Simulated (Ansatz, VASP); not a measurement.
# Cross-check of Al (fcc) between VASP and Ansatz

Aim: how closely do two programs agree when they are given the same cell, functional and k mesh? The cell is taken from a series of runs on this material, whose earlier steps may have relaxed, scaled, displaced or heated it; both programs get it as it stands.

Calculated with Ansatz 0.2.0; plane waves, with VASP 6.6.1 beside it; single point at PBE0.

## (1) Set-up

The structure is cubic, space group Fm-3m (No. 225). Conventional cell: a = 4.040 Å, b = 4.040 Å, c = 4.040 Å, α = 90.00°, β = 90.00°, γ = 90.00°. Nearest to Al lie 12 Al at 2.86 Å.

## (2) Ansatz: single point, PBE0

Ansatz runs on its default PAW (the set named soft_2) files.

With cell and atoms fixed, the geometry can't cause a difference; cores, projectors, grids and the points listed under the comparison can.

Contents of input.yaml:

```yaml
crystal:
  lattice:
    - [0.0, 2.0201849393, 2.0201849393]
    - [2.0201849393, 0.0, 2.0201849393]
    - [2.0201849393, 2.0201849393, 0.0]
  atoms:
    - { symbol: Al, position: [0.0, 0.0, 0.0] }
basis:
  ecutwfc: 420
  xc_grid: 2
hamiltonian:
  xc: pbe0
kpoints:
  mp_grid: { grid: [9, 9, 9] }
scf:
  occupations: { method: fermi_dirac, width: 0.05 }
  max_iter: 150
output:
  forces: true
  stress: true
checkpoint:
  write: "../pbe0.run"
  compress: false
  write_wavefunctions: false
  write_every: 100000
```

The run is started by

```sh
$ ansatz run input.yaml --threads 4 --pin off --max-ram 9420MiB --backend cpu --events-out ev --progress --plain --runs-dir out
```

Numbers of over 12 decimals in the logs are rounded to 6 here.

Output:

```text
Warning: output.stress: scf.convergence.dr2_threshold = 1e-7 eV (the SCF's general default) is looser than the 1e-10 eV advised for a printed stress (1e-10 eV for each atom of the cell: 1). What an SCF threshold leaves in a stress goes as its square root, and in the free energy as the threshold itself, and one threshold admits the most on a small cell: [figures from the program's tests cut] Set scf.convergence.dr2_threshold to 1e-10 eV or tighter. The threshold is an SCF's pass mark: one that does not reach it within its budget of iterations ends unconverged, or closes short of it on a stop that the run arms, and scf.convergence.dr2_threshold's page says what that costs each kind of run
Warning: output.stress: scf.exx.energy_threshold = 1e-6 eV is looser than the 1e-8 eV advised for a stress under a hybrid functional (1e-8 eV for each atom of the cell: 1). Every SCF of the exchange loop can meet its threshold on dr2 while the loop round them stops early: no threshold on dr2 bounds what that leaves in the stress. Set scf.exx.energy_threshold to 1e-8 eV or tighter. The threshold is the loop's pass mark: a loop that does not reach it within its budget of cycles ends unconverged, and scf.exx.energy_threshold's page has the law
Engine: ansatz 0.2.0, aarch64-unknown-linux-gnu
Pseudopotentials: kind: paw
Pseudopotential: Al, paw, valence charge 3, recommended cutoff 420 eV (normal), Al.paw.azcp
Functional definition: PBE0
  parameter a = 0.25
  parameter kappa = 0.804
  parameter beta = 0.066725
  exchange = (1 - a)*pbe_x(kappa = kappa, mu = beta*pi^2/3) + a*exact_x
  correlation = pbe_c(beta = beta)
Crystal: 1 atoms, lattice volume = 16.489 Å³
Basis set: ecut = 420 eV, 331 PW (Γ), exchange–correlation on 40×40×40 points (8 copies of the dense FFT grid, shifted against one another)
Bands: 6, of which v1, the nominal top of the filled ones, is band 2 counted from 1 (1 counted from 0)
Symmetry: 48 space group operations
Space group: Fm-3m (ITA 225), of the structure as read, at distance tolerance 2.5e-5 Å
k-points: 35 of 729
Non-local potential: Al, projectors of the file, l = 0: 2, l = 1: 2, l = 2: 1
PAW form: soft (Blöchl's): semilocal exchange-correlation on the pseudo side does not see the compensation charge
PAW frozen core: Al, regenerated for the run's functional, and the local potential with it (the file was generated under x = pbe(κ = 0.804, μ = 0.219515), c = pbe(β = 0.066725))
PAW one-centre angular grid: Al, 110 points (default); XC on 64 Gauss nodes
Initial density: superposition of atomic densities (neutral atoms: chi_scale 0, normalization atom), corrected by the library's trained network
Initial wavefunctions: pseudopotential atomic-orbital guess
Functional: x = pbe(κ = 0.804, μ = 0.219515), c = pbe(β = 0.066725), warm-up for x = 0.75 pbe(κ = 0.804, μ = 0.219515) + 0.25 exact, c = pbe(β = 0.066725)
SCF iter   1: F=—  HF=-537.472597 eV  |F-HF|=—  |Δ(HF+E_count)|=         —  Δρ=6.13e-4  dr2=3.42e-5  ethr=1.77e-3  ⟨swp⟩=6.5  Hψ=1067  notcnv=0
preconditioner: auto → none  [insulator: Δε(μ)=0.141 eV  Ē_g=13.221 eV  σ=0.050 eV  W_gap=0.56  n_scr=0 (ndim 8)  ℏωp=15.8 eV  f_vac=0.000  D(μ)=0.68/eV (n_scr^D=8)]
SCF iter   2: F=—  HF=-537.472628 eV  |F-HF|=—  |Δ(HF+E_count)|=   3.15e-5  Δρ=3.09e-4  dr2=8.76e-6  ethr=1.14e-6  ⟨swp⟩=3.0  Hψ=357  notcnv=0  defer=11
iter 3 solved again at ethr=1.31e-10 eV; its pass at ethr=2.92e-7 eV (dr2=3.93e-9 eV) is discarded
SCF iter   3: F=—  HF=-537.472637 eV  |F-HF|=—  |Δ(HF+E_count)|=   9.05e-6  Δρ=7.12e-6  dr2=6.78e-9  ethr=1.31e-10  ⟨swp⟩=4.6  Hψ=694  notcnv=0
eigensolver tolerance schedule calibrated: the retry pair's looser diagonalisation under-reported the residual by θ = 0.42 (0.13/decade); ethr = c·dr2/N_el runs at the constant in force after the calibration composes with the one it found (an armed cap, an earlier calibration), c = 6.4e-2
SCF iter   4: F=-537.472637 eV  HF=-537.472637 eV  |F-HF|=4.09e-10  |Δ(HF+E_count)|=   1.41e-9  Δρ=2.52e-6  dr2=7.14e-10  ethr=1.31e-10  ⟨swp⟩=2.0  Hψ=266  notcnv=0
SCF 1 converged in 4 iterations: F = -537.472637 eV  dr2 = 7.14e-10
  greatest PAW one-centre occupation: 0.446 electrons in one spin orbital (limit 2), on the Al atom at site 0 (counted from 0), in its partial waves of l = 0
Initial density: handed on by an earlier stage of this run
Initial wavefunctions: those handed on with the density
Functional: x = 0.75 pbe(κ = 0.804, μ = 0.219515) + 0.25 exact, c = pbe(β = 0.066725)
Frozen-core exchange: fock
iter 1 solved again at ethr=9.55e-6 eV; its pass at ethr=1.00e-1 eV (dr2=4.50e-4 eV) is discarded
SCF iter   1: F=—  HF=-537.954574 eV  |F-HF|=—  |Δ(HF+E_count)|=         —  Δρ=1.65e-3  dr2=5.85e-4  ethr=9.55e-6  ⟨swp⟩=4.7  Hψ=1178  notcnv=0
preconditioner: auto → none  [insulator: Δε(μ)=0.267 eV  Ē_g=15.349 eV  σ=0.050 eV  W_gap=0.69  n_scr=0 (ndim 8)  ℏωp=15.8 eV  f_vac=0.000  D(μ)=0.56/eV (n_scr^D=0)]
SCF iter   2: F=—  HF=-537.954172 eV  |F-HF|=—  |Δ(HF+E_count)|=   4.02e-4  Δρ=7.39e-4  dr2=1.76e-4  ethr=9.55e-6  ⟨swp⟩=2.0  Hψ=261  notcnv=0
SCF iter   3: F=—  HF=-537.954081 eV  |F-HF|=—  |Δ(HF+E_count)|=   9.10e-5  Δρ=7.26e-5  dr2=7.09e-5  ethr=2.11e-6  ⟨swp⟩=3.5  Hψ=330  notcnv=0
SCF iter   4: F=—  HF=-537.954631 eV  |F-HF|=—  |Δ(HF+E_count)|=   5.50e-4  Δρ=1.86e-4  dr2=7.76e-6  ethr=1.46e-8  ⟨swp⟩=4.9  Hψ=584  notcnv=0
SCF iter   5: F=—  HF=-537.954627 eV  |F-HF|=—  |Δ(HF+E_count)|=   3.51e-6  Δρ=2.51e-5  dr2=2.12e-6  ethr=1.46e-8  ⟨swp⟩=3.9  Hψ=352  notcnv=0
SCF iter   6: F=-537.954638 eV  HF=-537.954638 eV  |F-HF|=4.80e-8  |Δ(HF+E_count)|=   1.08e-5  Δρ=3.06e-5  dr2=2.15e-7  ethr=1.81e-9  ⟨swp⟩=4.1  Hψ=492  notcnv=0
SCF 2 stopped early in 6 iterations: F = -537.954638 eV  dr2 = 2.15e-7
  greatest PAW one-centre occupation: 0.447 electrons in one spin orbital (limit 2), on the Al atom at site 0 (counted from 0), in its partial waves of l = 0
hybrid outer 1: dexx = +6.349e-4 eV, tail = 7.05e-7 eV
Frozen-core exchange: fock
SCF iter   1: F=—  HF=-537.954611 eV  |F-HF|=—  |Δ(HF+E_count)|=         —  Δρ=2.08e-5  dr2=1.44e-6  ethr=1.17e-7  ⟨swp⟩=3.3  Hψ=492  notcnv=0
preconditioner: auto → none  [insulator: Δε(μ)=0.311 eV  Ē_g=15.347 eV  σ=0.050 eV  W_gap=0.69  n_scr=0 (ndim 8)  ℏωp=15.8 eV  f_vac=0.000  D(μ)=0.56/eV (n_scr^D=0)]
SCF iter   2: F=—  HF=-537.954611 eV  |F-HF|=—  |Δ(HF+E_count)|=   2.02e-8  Δρ=9.73e-6  dr2=1.38e-6  ethr=1.63e-9  ⟨swp⟩=2.9  Hψ=302  notcnv=0
SCF iter   3: F=—  HF=-537.954639 eV  |F-HF|=—  |Δ(HF+E_count)|=   2.83e-5  Δρ=1.55e-5  dr2=6.16e-8  ethr=3.52e-10  ⟨swp⟩=3.9  Hψ=355  notcnv=0
SCF iter   4: F=—  HF=-537.954639 eV  |F-HF|=—  |Δ(HF+E_count)|=   2.18e-8  Δρ=1.19e-6  dr2=1.42e-8  ethr=3.52e-10  ⟨swp⟩=2.8  Hψ=301  notcnv=0
SCF iter   5: F=-537.954639 eV  HF=-537.954639 eV  |F-HF|=6.93e-10  |Δ(HF+E_count)|=   9.41e-8  Δρ=2.63e-6  dr2=1.74e-9  ethr=2.37e-12  ⟨swp⟩=4.5  Hψ=508  notcnv=0
SCF 3 converged in 5 iterations: F = -537.954639 eV  dr2 = 1.74e-9
  Residual-converged pass: ⟨swp⟩=1.5  Hψ=230  notcnv=0  max |occ|·‖R‖ = 2.4e-6 eV (tolerance 2.4e-6 eV)  dr2=1.74e-9  dr2_onsite=3.50e-11  max |Δocc| = 1.4e-14
hybrid outer 2: dexx = +1.008e-8 eV, tail = 3.59e-9 eV, Δε = 5.49e-4 eV (about 6.48e-5 eV left of the loop's levels)
hybrid SCF converged: 2 outer / 11 inner (+4 warm-up), last move |dexx| = 1.01e-8 eV, tail = 3.59e-9 eV
Stability not checked: this state was not tested for a lower state beside it, because the functional holds exact exchange (a hybrid, or Hartree-Fock), whose exchange loop this test does not read (fock_operator; see scf.lower_state_search)
Free energy (F): -537.954639 eV
Frozen-core exchange: fock
Harris-Foulkes:  -537.954639 eV  (|F-HF|=6.93e-10)
Internal energy: -537.950551 eV  (E = F + TS)
E sigma→0 (E₀):  -537.952595 eV
Entropy (-TS):   -0.004088 eV (-4.088 meV/atom)
Fermi energy:    7.979726 eV
--- Per-component energies (eV) ---
  E_band       = 7.621208
  E_kinetic    = 22.906188
  E_local      = 10.047302  (includes V_loc(G=0)·N_el)
  E_nonlocal   = 9.983780
  E_hartree    = 0.113039
  E_xc         = -31.004247
  E_vxc        = -22.853364  (∫ρ·V_xc dr)
  E_exx        = -4.533145  (= α·E_x^exact, valence–valence)
  E_paw        = -471.888562  (= ΣΔE_a)
  E_vpaw       = -3.622500  (= ΣTr[D̂ρ^β])
  E_aug_tail   = -0.000002  (compensation charges beyond the density's cutoff)
  E_ewald      = -73.530829
  E_core_change = -0.044075  (= ΣΔE_core)
  E_smearing   = -0.004088  (= −TS)
  E_closure    = -0.000000  (closes the sum)
  Σ components = -537.954639   (vs F -537.954639, Δ=-1.14e-13)
--- Forces (eV/Å), atoms counted from 1 ---
  atom   1  Al    -0.00000000    -0.00000000     0.00000000
  max |Σ_I F_I| component: 8.22e-33 eV/Å
--- Stress (GPa, compression-positive) ---
       -0.801168       0.000000       0.000000
       -0.000000      -0.801168       0.000000
        0.000000       0.000000      -0.801168
  P = ⅓ Tr σ = -0.8012 GPa (-8.012 kbar)
--- Band table (eV; the first three rows and the last of 35) ---
  k-point 0: bands = ["-5.1696", "21.8405", "21.8405", "21.8405"]
  k-point 1: bands = ["-4.7914", "18.0212", "21.0647", "21.0647"]
  k-point 2: bands = ["-3.6680", "13.3233", "20.2904", "20.2904"]
  k-point 34: bands = ["4.7023", "7.3916", "9.3576", "10.4239"]
  guard bands above this table: 2 of the run's 6 bands. The solve was not asked for them (output.publish_guard_bands: true or output.eigenvalues: true publishes all)
```

In the SCF lines HF is the Harris–Foulkes energy and dr2 the Hartree energy of the density residual, in eV; the loop may stop once dr2 is under the threshold and the program's other checks hold. Hψ counts applications of the Hamiltonian.

The run ends at a pressure of -0.80 GPa.

## (3) VASP: single point, PBE0

The same cell, functional, mesh and smearing now go to VASP, with its own data sets.

Lines of VASP's logs that name or quote its potential files are left out, and so is its time.

The run reads the wave functions of an earlier VASP run, which isn't shown here.

Contents of INCAR:

```
SYSTEM = Al
PREC = Accurate
ENCUT = 400
EDIFF = 1E-06
NELM = 100
ISMEAR = -1
SIGMA = 0.05
LREAL = .FALSE.
ALGO = Normal
LHFCALC = .TRUE.
AEXX = 0.25
GGA = PE
LASPH = .TRUE.
NBANDS = 7
PRECFOCK = Fast
LORBIT = 11
LWAVE = .FALSE.
LCHARG = .FALSE.
KPAR = 8
ISIF = 2
```

Contents of POSCAR:

```
Al
1.0
    0.0000000000      2.0201849393      2.0201849393
    2.0201849393      0.0000000000      2.0201849393
    2.0201849393      2.0201849393      0.0000000000
Al
1
Direct
    0.0000000000      0.0000000000      0.0000000000
```

Contents of KPOINTS:

```
Automatic mesh
0
Gamma
9 9 9
0 0 0
```

Potentials, in the order of the species: Al (PBE family, release 64).

The run is started by

```sh
$ mpirun -np 8 vasp_std
```

Output:

```text
[banner, memory and clock lines left out]
running    8 mpi-ranks, on    1 nodes
 distrk:  each k-point on    1 cores,    8 groups
 distr:  one band on    1 cores,    1 groups

 POSCAR found type information on POSCAR Al
 POSCAR found :  1 types and       1 ions
|                                                                             |
|           W    W    AA    RRRRR   N    N  II  N    N   GGGG   !!!           |
|           W    W   A  A   R    R  NN   N  II  NN   N  G    G  !!!           |
|           W    W  A    A  R    R  N N  N  II  N N  N  G       !!!           |
|           W WW W  AAAAAA  RRRRR   N  N N  II  N  N N  G  GGG   !            |
|           WW  WW  A    A  R   R   N   NN  II  N   NN  G    G                |
|           W    W  A    A  R    R  N    N  II  N    N   GGGG   !!!           |
|                                                                             |
|     For optimal performance we recommend to set                             |
|       NCORE = 2 up to number-of-cores-per-socket                            |
|     NCORE specifies how many cores store one orbital (NPAR=cpu/NCORE).      |
|     This setting can greatly improve the performance of VASP for DFT.       |
|     The default, NCORE=1 might be grossly inefficient on modern             |
|     multi-core architectures or massively parallel machines. Do your        |
|     Unfortunately you need to use the default for GW and RPA                |
|     calculations (for HF NCORE is supported but not extensively tested      |
|     yet).                                                                   |
|                                                                             |

 LDA part: xc-table for (Slater+PW92), standard interpolation
 found WAVECAR, reading the header
 POSCAR, INCAR and KPOINTS ok, starting setup
 FFT: planning ... GRIDC
 FFT: planning ... GRID_SOFT
 FFT: planning ... GRID
 reading WAVECAR
 the WAVECAR file was read successfully
 initial charge from wavefunction
 entering main loop
       N       E                     dE             d eps       ncg     rms          rms(c)
DAV:   1    -0.436032888032E+01   -0.43603E+01   -0.37466E-01   686   0.268E+00    0.917E+00
DAV:   2    -0.436249903159E+01   -0.21702E-02   -0.19164E-03   714   0.229E-01    0.632E+00
DAV:   3    -0.436217428171E+01    0.32475E-03   -0.36380E-05   623   0.301E-02    0.374E+00
DAV:   4    -0.436204024412E+01    0.13404E-03   -0.23067E-05   665   0.197E-02    0.217E+00
DAV:   5    -0.436199244291E+01    0.47801E-04   -0.96511E-06   658   0.126E-02    0.126E+00
DAV:   6    -0.436197594986E+01    0.16493E-04   -0.35424E-06   644   0.767E-03    0.725E-01
DAV:   7    -0.436197041191E+01    0.55379E-05   -0.12358E-06   518   0.462E-03    0.419E-01
DAV:   8    -0.436196863822E+01    0.17737E-05   -0.44518E-07   322   0.302E-03    0.245E-01
DAV:   9    -0.436196813137E+01    0.50685E-06   -0.21937E-07   294   0.241E-03
   1 F= -.43619681E+01 E0= -.43599432E+01  d E =-.404987E-02
```

Parts of OUTCAR (step 3):

```text
ion  position               nearest neighbor table
   1  0.000  0.000  0.000-

  LATTYP: Found a face centered cubic cell.
 ALAT       =     4.0403698786

 Subroutine GETGRP returns: Found 48 space group operations
 (whereof 48 operations were pure point group operations)

The static configuration has the point symmetry O_h .

 Found     35 irreducible k-points:

   k-points           NKPTS =     35   k-points in BZ     NKDIM =    729   number of bands    NBANDS=      7

   dimension x,y,z NGX =    20 NGY =   20 NGZ =   20
   dimension x,y,z NGXF=    40 NGYF=   40 NGZF=   40

   ENCUT  =  400.0 eV  29.40 Ry    5.42 a.u.   4.66  4.66  4.66*2*pi/ulx,y,z

   NELECT =       3.0000    total number of electrons

 k-points in reciprocal lattice and weights: Automatic mesh
   0.00000000  0.00000000  0.00000000       0.001
   0.11111111  0.00000000  0.00000000       0.011
   0.22222222  0.00000000  0.00000000       0.011
   0.33333333  0.00000000  0.00000000       0.011
   0.44444444  0.00000000  0.00000000       0.011
   0.11111111  0.11111111  0.00000000       0.008
   0.22222222  0.11111111  0.00000000       0.033
   0.33333333  0.11111111  0.00000000       0.033
   0.44444444  0.11111111  0.00000000       0.033
[...]
-0.33333333  0.44444444  0.11111111       0.033
  -0.33333333  0.44444444  0.22222222       0.033

  exchange ACFDT corr.  =         0.00000000  see jH, gK, PRB 81, 115126

 average (electrostatic) potential at core
       1 -68.2386

 E-fermi :   8.0485

 k-point     1 :       0.0000    0.0000    0.0000
  band No.  band energies     occupation
      1      -5.1527      2.00000
      2      22.1061      0.00000
      3      22.1061      0.00000
      4      22.1061      0.00000
      5      23.6316      0.00000
      6      23.6316      0.00000
    ...

 k-point     2 :       0.1111    0.0000    0.0000
  band No.  band energies     occupation
      1      -4.7767      2.00000
      2      18.1430      0.00000
      3      21.2340      0.00000
      4      21.2340      0.00000
      5      24.2189      0.00000
      6      25.0198      0.00000
    ...

 k-point     3 :       0.2222    0.0000    0.0000
  band No.  band energies     occupation
      1      -3.6510      2.00000
      2      13.3971      0.00000
      3      20.4191      0.00000
      4      20.4191      0.00000
      5      23.8413      0.00000
      6      24.8456      0.00000
    ...

  Total       -0.0844103     -0.0844103     -0.0844103      0.0000000      0.0000000      0.0000000
  in kB       -8.2016760     -8.2016760     -8.2016760      0.0000000      0.0000000      0.0000000
  external PRESSURE =      -8.2016760 kB  Pullay stress =       0.0000000 kB

  energy-cutoff  :      400.00
  volume of cell :       16.49
      direct lattice vectors                 reciprocal lattice vectors
     0.000000000  2.020184939  2.020184939    -0.247502093  0.247502093  0.247502093
     2.020184939  0.000000000  2.020184939     0.247502093 -0.247502093  0.247502093
     2.020184939  2.020184939  0.000000000     0.247502093  0.247502093 -0.247502093

 POSITION                                       TOTAL-FORCE (eV/Angst)
 -----------------------------------------------------------------------------------
      0.00000      0.00000      0.00000        -0.000000      0.000000      0.000000
 -----------------------------------------------------------------------------------
    total drift:                               -0.000000     -0.000000      0.000000

  FREE ENERGIE OF THE ION-ELECTRON SYSTEM (eV)
  ---------------------------------------------------
  free  energy   TOTEN  =        -4.3619681314 eV

  energy  without entropy=       -4.3579182658  energy(sigma->0) =       -4.35994320

 total charge
# of ion       s       p       d       tot
------------------------------------------
    1        0.499   0.352   0.000   0.851

[... 3 further parts left out ...]
```

The run ends at a pressure of -0.82 GPa.

## (4) Side by side

Known differences besides the potentials themselves: exact exchange at q = 0 is treated differently, which shows on coarse meshes; VASP keeps PBE cores, Ansatz makes them for the functional; the cutoff is 420 eV in Ansatz and 400 eV in VASP; VASP takes a coarser grid for exact exchange (PRECFOCK = Fast). Total energies have different zeros and are not compared.

Compared:

```
      quantity  Ansatz   VASP  difference
pressure (GPa)   -0.80  -0.82       +0.02
```

## (5) Results

```json
{
  "difference in pressure (single point, PBE0)": "0.019 GPa"
}
```

**Reading.** The difference in pressure is 0.019 GPa (single point, PBE0), within the 1 GPa picked in this series as the mark of a large difference. How closely two codes agree says nothing of how well the functional describes the real material.

[Lines on the potential files, build, host, timing and source positions are cut from VASP's logs without a mark.]

[Logs are printed without paths, hosts, clocks, repeated set-up lines and the standing remarks that a program may print on its own settings, such as how far it seeks lower states.]

[Hosts, paths, dates, database ids (printed as entryN), source tags and the programs' standing remarks are cut or masked in the printed files.]
